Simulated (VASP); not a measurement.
Method: RPBE GGA, VASP's PBE PAW potentials (set 64) (plane waves; VASP).

The input files of a VASP run:

### POSCAR
```
KI
1
   -0.0000000000     3.7131096019     3.7131096019
    3.7131096019     0.0000000000     3.7131096019
    3.7131096019     3.7131096019     0.0000000000
K I
1 1
Direct
  0.0000000000   0.0000000000   0.0000000000
  0.5000000000   0.5000000000   0.5000000000
```

### KPOINTS
```
Automatic mesh
0
Gamma
6 6 6
0 0 0
```

**INCAR**
```
SYSTEM = KI
PREC = Accurate
ENCUT = 520
EDIFF = 1E-6
NELM = 100
ALGO = Normal
LREAL = .FALSE.
LASPH = .TRUE.
ISMEAR = 0
SIGMA = 0.05
GGA = RP
LMAXMIX = 4
LWAVE = .FALSE.
LCHARG = .FALSE.
IBRION = 2
ISIF = 3
NSW = 60
EDIFFG = -0.01
```

POTCAR, in this order: K_sv I (PBE.64 set). Program: vasp_std.

What VASP printed:

File OUTCAR:
```
 ion  position               nearest neighbor table
   1  0.000  0.000  0.000-
   2  0.500  0.500  0.500-
  LATTYP: Found a face centered cubic cell.
 ALAT       =     7.4262192038
 Subroutine PRICEL returns:
 Original cell was already a primitive cell.
 Subroutine GETGRP returns: Found 48 space group operations
The static configuration has the point symmetry O_h .
The dynamic configuration has the point symmetry O_h .
 Subroutine INISYM returns: Found 48 space group operations
 Subroutine IBZKPT returns following result:
 Found     16 irreducible k-points:

 Following reciprocal coordinates:
            Coordinates               Weight
  0.000000  0.000000  0.000000      1.000000
  0.166667  0.000000  0.000000      8.000000
  0.333333  0.000000  0.000000      8.000000
  0.500000  0.000000  0.000000      4.000000
  0.166667  0.166667  0.000000      6.000000
  0.333333  0.166667  0.000000     24.000000
  0.500000  0.166667  0.000000     24.000000
 -0.333333  0.166667  0.000000     24.000000
 -0.166667  0.166667  0.000000     12.000000
...
```

File OSZICAR:
```
       N       E                     dE             d eps       ncg     rms          rms(c)
DAV:   1     0.943616128561E+02    0.94362E+02   -0.63507E+03   384   0.110E+03
DAV:   2     0.855389464723E+00   -0.93506E+02   -0.88117E+02   468   0.234E+02
DAV:   3    -0.503637819908E+01   -0.58918E+01   -0.58730E+01   508   0.577E+01
DAV:   4    -0.536192791683E+01   -0.32555E+00   -0.32514E+00   700   0.110E+01
DAV:   5    -0.536301190808E+01   -0.10840E-02   -0.10840E-02   512   0.687E-01    0.236E+00
DAV:   6    -0.525352691779E+01    0.10948E+00   -0.16863E-01   472   0.226E+00    0.177E+00
DAV:   7    -0.525394099852E+01   -0.41408E-03   -0.18660E-01   476   0.238E+00    0.863E-01
DAV:   8    -0.526889969607E+01   -0.14959E-01   -0.24329E-02   452   0.120E+00    0.116E-01
DAV:   9    -0.527015098969E+01   -0.12513E-02   -0.25180E-03   488   0.314E-01    0.721E-02
DAV:  10    -0.527058407724E+01   -0.43309E-03   -0.57939E-04   432   0.173E-01    0.278E-02
DAV:  11    -0.527065343883E+01   -0.69362E-04   -0.94436E-05   504   0.748E-02    0.172E-02
DAV:  12    -0.527066516415E+01   -0.11725E-04   -0.18308E-05   428   0.347E-02    0.945E-03
DAV:  13    -0.527066720279E+01   -0.20386E-05   -0.35861E-06   472   0.149E-02    0.220E-03
DAV:  14    -0.527066732020E+01   -0.11742E-06   -0.17324E-07   348   0.344E-03
   1 F= -.52706673E+01 E0= -.52706673E+01  d E =-.527067E+01
```

**OUTCAR**
```
------------------------ aborting loop because EDIFF is reached ----------------------------------------
  FORCE on cell =-STRESS in cart. coord.  units (eV):
  Direction    XX          YY          ZZ          XY          YZ          ZX
  --------------------------------------------------------------------------------------
  Total        0.0079409      0.0079409      0.0079409     -0.0000000     -0.0000000     -0.0000000
  in kB        0.1242621      0.1242621      0.1242621     -0.0000000     -0.0000000     -0.0000000
  external PRESSURE =       0.1242621 kB  Pullay stress =       0.0000000 kB
  volume of cell :      102.39
      direct lattice vectors                 reciprocal lattice vectors
     0.000000000  3.713109602  3.713109602    -0.134658023  0.134658023  0.134658023
     3.713109602  0.000000000  3.713109602     0.134658023 -0.134658023  0.134658023
     3.713109602  3.713109602  0.000000000     0.134658023  0.134658023 -0.134658023
  FREE ENERGIE OF THE ION-ELECTRON SYSTEM (eV)
  ---------------------------------------------------
  free  energy   TOTEN  =        -5.2706673202 eV

  energy  without entropy=       -5.2706673202  energy(sigma->0) =       -5.27066732

 reached required accuracy - stopping structural energy minimisation
```
(Selected blocks of OUTCAR.)

The compound is KI in the rock salt structure. It was relaxed first, which changed the volume by +16 %. The start is the result of an earlier pass.
